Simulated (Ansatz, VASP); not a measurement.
# Cross-check of BaTiO3 between VASP and Ansatz, part 2 of 2

Wanted: the spread between two codes on one cell, functional and k mesh. The cell is taken from a series of runs on this material, whose earlier steps may have relaxed, scaled, displaced or heated it; both programs get it as it stands.

VASP 6.6.1 and Ansatz 0.2.0.

So far. Step 4 (Comparison): The forces differ by 36 meV/Å r.m.s., which is 63.3 % of the r.m.s. force of 0.06 eV/Å (both taken over all components). A gap on the mesh is an upper bound, since the band edges may lie between its points. Ansatz's pressure holds a Pulay correction of 0.75 GPa; VASP's holds none.

### 6. VASP: single point, BLYP

Level of this step: BLYP, no spin polarisation; plane waves and PAW (Ba_sv, Ti_sv, O) (VASP).

With cell and atoms fixed, the geometry can't cause a difference; cores, projectors, grids and the points listed under the comparison can.

File INCAR:

```
SYSTEM = BaTiO3
PREC = Accurate
ENCUT = 520
EDIFF = 1E-06
NELM = 100
ISMEAR = 0
SIGMA = 0.02
LREAL = .FALSE.
ALGO = Normal
GGA = B5
ALDAX = 1
AGGAX = 1
AGGAC = 1
ALDAC = 0
NBANDS = 26
LASPH = .TRUE.
LORBIT = 11
LWAVE = .FALSE.
LCHARG = .FALSE.
KPAR = 2
ISIF = 2
```

File POSCAR:

```
BaTiO3
1.0
    3.9904800000      0.0000000000      0.0000000000
    0.0000000000      3.9904800000      0.0000000000
    0.0000000000      0.0000000000      4.0230300000
Ba Ti O
1 1 3
Direct
    0.0000000000      0.0000000000      0.0000000000
    0.5000000000      0.5000000000      0.5220000000
    0.5000000000      0.5000000000      0.9790000000
    0.5000000000      0.0000000000      0.4880000000
    0.0000000000      0.5000000000      0.4880000000
```

File KPOINTS:

```
Automatic mesh
0
Gamma
4 4 4
0 0 0
```

Potentials, in the order of the species: Ba_sv, Ti_sv and O (PBE family, release 64).

Started as:

```sh
> mpirun -np 2 vasp_std
```

Numbers of over 12 decimals in the logs are rounded to 6 here.

Output:

```text
[banner, memory and clock lines left out]
running    2 mpi-ranks, on    1 nodes
[...]
[... a notice as in an earlier step ...]

 LDA part: xc-table for (Slater(with rela. corr.)+VWN5), standard interpolation
 POSCAR, INCAR and KPOINTS ok, starting setup
[...]
entering main loop
       N       E                     dE             d eps       ncg     rms          rms(c)
DAV:   1     0.452646716354E+03    0.45265E+03   -0.21319E+04   936   0.167E+03
DAV:   2    -0.400090844919E+01   -0.45665E+03   -0.44193E+03  1140   0.458E+02
DAV:   3    -0.477294151891E+02   -0.43729E+02   -0.43514E+02  1306   0.141E+02
DAV:   4    -0.498795587105E+02   -0.21501E+01   -0.21475E+01  1414   0.266E+01
[...]
DAV:  13    -0.380364945417E+02   -0.90515E-05   -0.20778E-04  1108   0.100E-01    0.357E-02
DAV:  14    -0.380364716111E+02    0.22931E-04   -0.55080E-05  1164   0.819E-02    0.103E-02
DAV:  15    -0.380364706482E+02    0.96289E-06   -0.86931E-06  1280   0.251E-02
   1 F= -.38036471E+02 E0= -.38036471E+02  d E =-.460344E-12
```

Parts of OUTCAR (step 6):

```text
  Total        4.2939940      4.2939940      5.3455838      0.0000000      0.0000000      0.0000000
  in kB      107.3911448    107.3911448    133.6910015      0.0000000      0.0000000      0.0000000
  external PRESSURE =     116.1577637 kB  Pullay stress =       0.0000000 kB

 POSITION                                       TOTAL-FORCE (eV/Angst)
 -----------------------------------------------------------------------------------
      0.00000      0.00000      0.00000        -0.000000     -0.000000      0.147673
      1.99524      1.99524      2.10002         0.000000      0.000000     -0.311745
      1.99524      1.99524      3.93855         0.000000      0.000000      0.184694
      1.99524      0.00000      1.96324        -0.000000     -0.000000     -0.010311
      0.00000      1.99524      1.96324         0.000000     -0.000000     -0.010311
 -----------------------------------------------------------------------------------
    total drift:                                0.000000      0.000000      0.000201

  FREE ENERGIE OF THE ION-ELECTRON SYSTEM (eV)
  ---------------------------------------------------
  free  energy   TOTEN  =       -38.0364706482 eV

  energy  without entropy=      -38.0364706482  energy(sigma->0) =      -38.03647065

[... 2 parts as in an earlier step ...]

[... 1 further part left out ...]
[key lines of the parts left out:]
E-fermi :   4.3560
```

The run ends at a pressure of 11.62 GPa, with forces up to 0.31 eV/Å.

### 7. Ansatz: single point, BLYP

The same cell, functional (in two slightly different forms), mesh and smearing now go to Ansatz, which takes its cutoff from its data sets.

The cell is taken from a series of runs on this material, whose earlier steps may have relaxed, scaled, displaced or heated it; both programs get it as it stands.

File input.yaml:

```yaml
crystal:
  lattice:
    - [3.99048, 0.0, 0.0]
    - [0.0, 3.99048, 0.0]
    - [0.0, 0.0, 4.02303]
  atoms:
    - { symbol: Ba, position: [0.0, 0.0, 0.0] }
    - { symbol: Ti, position: [0.5, 0.5, 0.522] }
    - { symbol: O, position: [0.5, 0.5, 0.979] }
    - { symbol: O, position: [0.5, 0.0, 0.488] }
    - { symbol: O, position: [0.0, 0.5, 0.488] }
hamiltonian:
  xc: blyp
  pseudopotentials: { kind: paw }
kpoints:
  mp_grid: { grid: [4, 4, 4] }
  band_path:
    path:
      - [0.0, 0.0, 0.0]
      - [0.0, 0.13333, 0.0]
      - [0.0, 0.3, 0.0]
      - [0.0, 0.46667, 0.0]
      - [0.1, 0.5, 0.0]
      - [0.26667, 0.5, 0.0]
      - [0.43333, 0.5, 0.0]
      - [0.43333, 0.43333, 0.0]
      - [0.26667, 0.26667, 0.0]
      - [0.1, 0.1, 0.0]
      - [0.0, 0.0, 0.03333]
      - [0.0, 0.0, 0.2]
      - [0.0, 0.0, 0.36667]
      - [0.0, 0.0, 0.5]
      - [0.0, 0.16667, 0.5]
      - [0.0, 0.3, 0.5]
      - [0.0, 0.46667, 0.5]
      - [0.1, 0.5, 0.5]
      - [0.26667, 0.5, 0.5]
      - [0.43333, 0.5, 0.5]
      - [0.5, 0.5, 0.5]
      - [0.43333, 0.43333, 0.5]
      - [0.26667, 0.26667, 0.5]
      - [0.1, 0.1, 0.5]
      - [0.0, 0.5, 0.03333]
      - [0.0, 0.5, 0.2]
      - [0.0, 0.5, 0.36667]
      - [0.5, 0.5, 0.0]
      - [0.5, 0.5, 0.16667]
      - [0.5, 0.5, 0.33333]
      - [0.5, 0.5, 0.5]
    npoints: 1
scf:
  occupations: { method: gaussian, width: 0.02 }
  n_extra_bands: 8
output:
  forces: true
  stress: true
  eigenvalues: true
  write_density: true
  write_potential: true
  elf: true
  volumetric_format: npy
```

Started as:

```sh
> ansatz run input.yaml --threads 2 --pin off --max-ram 4608MiB --backend cpu --events-out ev --progress --plain --runs-dir out
```

Output:

```text
[...]
Crystal: 5 atoms, lattice volume = 64.062 Å³
Basis set: ecut = 420 eV, 1245 PW (Γ), exchange–correlation on 54×54×54 points (8 copies of the dense FFT grid, shifted against one another)
Bands: 28, of which v1, the nominal top of the filled ones, is band 20 counted from 1 (19 counted from 0)
Symmetry: 8 space group operations
[...]
k-points: 18 of 64 (time reversal used)
[...]
k-point 0: bands = [... 16 lower, 9.5573, 10.3164, 10.3932, 10.3932, 12.6143, 12.9770, 12.9770, 14.7851, ... 4 higher]
  k-point 1: bands = [... 16 lower, 9.1750, 9.4732, 10.2213, 10.2213, 12.6721, 13.7095, 13.7095, 14.7830, ... 4 higher]
  k-point 2: bands = [... 16 lower, 8.8491, 8.8765, 10.0662, 10.0662, 12.7320, 14.3690, 14.3690, 14.7833, ... 4 higher]
  k-point 17: bands = [... 16 lower, 8.3768, 10.5552, 10.5552, 10.7316, 14.9269, 14.9392, 14.9392, 17.3923, ... 4 higher]
[key lines of the parts left out:]
SCF converged after 6 iterations
Free energy (F): -10190.717254 eV
Fermi energy:    11.672952 eV
P = ⅓ Tr σ = 9.5734 GPa (95.734 kbar)
```

### 8. Side by side

What differs besides the data sets and the points named for the pairs above, as far as they apply: Ansatz makes its cores anew for this functional, VASP keeps those of its PBE data sets. Total energies have different zeros and are not compared.

Compared:

```
                                        quantity  Ansatz   VASP  difference
                                  pressure (GPa)    9.57  11.62       -2.04
pressure without Ansatz's Pulay correction (GPa)    8.95  11.62       -2.66
                          gap on the k mesh (eV)   1.883  1.814      +0.069
```

Forces (eV/Å; atoms numbered as in POSCAR):

```
atom        Ansatz x, y, z          VASP x, y, z
 Ba1   0.000, 0.000, 0.163   0.000, 0.000, 0.148
 Ti2  0.000, 0.000, -0.190  0.000, 0.000, -0.312
  O3   0.000, 0.000, 0.062   0.000, 0.000, 0.185
  O4  0.000, 0.000, -0.017  0.000, 0.000, -0.010
  O5  0.000, 0.000, -0.017  0.000, 0.000, -0.010
```

The forces differ by 45 meV/Å r.m.s., which is 44.5 % of the r.m.s. force of 0.10 eV/Å (both taken over all components). A gap on the mesh is an upper bound, since the band edges may lie between its points. Ansatz's pressure holds a Pulay correction of 0.62 GPa; VASP's holds none.

### 9. What the set-up changes

Further runs change the set-up of one program: Ansatz's method, potentials or start, or VASP's data sets, cutoff or form of LDA. The table gives Ansatz less VASP for each quantity, since a change that brings one quantity closer may part another.

```
                                                                       run  r.m.s. force difference (meV/Å)  pressure (GPa)  gap on the k mesh (eV)  pressure without Ansatz's Pulay correction (GPa)
                                                                  as above                               45            -2.0                   0.069                                              -2.7
VASP with the data sets Ba_sv_GW, Ti_sv_GW and O_GW and a cutoff of 670 eV                               19            0.12                   0.012                                             -0.50
      VASP with the data sets Ba_sv, Ti_sv and O_h and a cutoff of 1230 eV                               35            -1.9                   0.065                                              -2.5
```

### 10. Results

- r.m.s. force difference (single point, LDA): 36 meV/Å
- difference in pressure (single point, LDA): -2.0 GPa
- difference in gap on the k mesh (single point, LDA): 0.068 eV
- r.m.s. force difference (single point, BLYP): 45 meV/Å
- difference in pressure (single point, BLYP): -2.0 GPa
- difference in gap on the k mesh (single point, BLYP): 0.069 eV

In words: The r.m.s. force difference is 45 meV/Å (single point, BLYP), beyond the 12 meV/Å picked in this series as the mark of a large difference. By the marks of this series, far apart in the single point, LDA pair: the r.m.s. force difference, 36 meV/Å and the difference in pressure, -2.0 GPa. Single point, LDA, VASP with the data sets Ba_sv_GW, Ti_sv_GW and O_GW, a cutoff of 670 eV and GGA = CA, the Perdew-Zunger form of LDA: r.m.s. force difference goes from 36 to 16 meV/Å; the difference in pressure goes from -2.0 to 0.025 GPa; the difference in gap on the k mesh goes from 0.068 to 0.0087 eV; the difference in pressure without Ansatz's Pulay correction goes from -2.8 to -0.72 GPa. By the marks of this series, far apart in the single point, BLYP pair: the r.m.s. force difference, 45 meV/Å and the difference in pressure, -2.0 GPa. Single point, BLYP, VASP with the data sets Ba_sv_GW, Ti_sv_GW and O_GW and a cutoff of 670 eV: r.m.s. force difference goes from 45 to 19 meV/Å; the difference in pressure goes from -2.0 to 0.12 GPa; the difference in gap on the k mesh goes from 0.069 to 0.012 eV; the difference in pressure without Ansatz's Pulay correction goes from -2.7 to -0.50 GPa. How closely two codes agree says nothing of how well the functional describes the real material.

[Lines on the potential files, build, host, timing and source positions are cut from VASP's logs without a mark.]

[Logs are printed without paths, hosts, clocks, repeated set-up lines and the standing remarks that a program may print on its own settings, such as how far it seeks lower states.]

[Hosts, paths, dates, database ids (printed as entryN), source tags and the programs' standing remarks are cut or masked in the printed files.]
